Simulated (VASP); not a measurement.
Given:

```yaml
crystal:
  lattice:
    - [-3.00979, 3.00979, 1.61616]
    - [3.00979, -3.00979, 1.61616]
    - [3.00979, 3.00979, -1.61616]
  atoms:
    - { symbol: Sn, position: [0.25000, 0.75000, 0.50000] }
    - { symbol: Sn, position: [0.00000, 0.00000, 0.00000] }
```

All values below come from RPBE GGA, VASP's PBE PAW potentials (set 64) (plane waves; VASP). Settings: 520 eV cut-off, 14×14×14 Γ-centred mesh, tetrahedra with Blöchl corrections, potentials Sn_d.

Unless said otherwise, spin-orbit coupling is left out, though it shifts the bands of the heavy elements here.

### Question
Tabulate the total density of states (states/eV per cell) against energy (eV; zero at the valence-band maximum or, without a gap, the Fermi level).

### Answer

```
E (eV) | DOS (states/eV)
    -9.98 | ###### 0.30
    -9.86 | ####### 0.33
    -9.62 | ######## 0.38
    -9.50 | ######## 0.41
    -9.26 | ######### 0.46
    -9.14 | ######### 0.48
    -8.90 | ########## 0.53
    -8.78 | ########### 0.56
    -8.66 | ############ 0.60
    -8.42 | ############ 0.59
    -8.30 | ############ 0.61
    -8.06 | ############## 0.71
    -7.94 | ############## 0.72
    -7.82 | ############### 0.74
    -7.58 | ################ 0.82
    -7.46 | ################## 0.90
    -7.22 | #################### 0.99
    -7.10 | #################### 1.00
    -6.86 | ##################### 1.07
    -6.74 | ######################## 1.20
    -6.62 | ####################### 1.17
    -6.38 | ################ 0.80
    -6.26 | ############ 0.61
    -6.02 | ########### 0.54
    -5.90 | ########## 0.53
    -5.78 | ########### 0.54
    -5.54 | ############ 0.58
    -5.42 | ############ 0.60
    -5.18 | ############# 0.66
    -5.06 | ############### 0.74
    -4.82 | ########## 0.49
    -4.70 | ######## 0.43
    -4.58 | ######## 0.38
    -4.34 | ####### 0.33
    -4.22 | ####### 0.37
    -3.98 | ######## 0.39
    -3.86 | ######## 0.39
    -3.74 | ######## 0.40
    -3.50 | ########### 0.54
    -3.38 | ################ 0.80
    -3.14 | #################### 1.00
    -3.02 | ###################### 1.09
    -2.78 | ################### 0.95
    -2.66 | ################### 0.95
    -2.54 | ################### 0.94
    -2.30 | ################### 0.94
    -2.18 | ################### 0.96
    -1.94 | ##################### 1.06
    -1.82 | ####################### 1.18
    -1.70 | ######################## 1.20
    -1.46 | ########################### 1.39
    -1.34 | ############################## 1.52
    -1.10 | ############################# 1.46
    -0.98 | ######################### 1.28
    -0.74 | ####################### 1.18
    -0.62 | ####################### 1.18
    -0.50 | ###################### 1.14
    -0.26 | ##################### 1.06
    -0.14 | ##################### 1.05
     0.10 | ##################### 1.05
     0.22 | #################### 1.02
     0.34 | #################### 1.01
     0.58 | ###################### 1.13
     0.70 | ####################### 1.14
     0.94 | #################### 1.04
     1.06 | ################# 0.88
     1.30 | ################## 0.89
     1.42 | #################### 0.99
     1.54 | #################### 1.01
     1.78 | ##################### 1.05
     1.90 | ####################### 1.18
     2.14 | ######################## 1.22
     2.26 | ######################## 1.19
     2.38 | ###################### 1.13
     2.62 | ##################### 1.06
     2.74 | ##################### 1.06
     2.98 | ###################### 1.10
     3.10 | ######################### 1.24
     3.34 | ############################ 1.43
     3.46 | ############################# 1.46
```
Within 2 eV below the Fermi level the largest weight inside VASP's projection spheres is Sn p.

The compound is Sn in the beta structure. It was relaxed first, which changed the volume by +8 %.
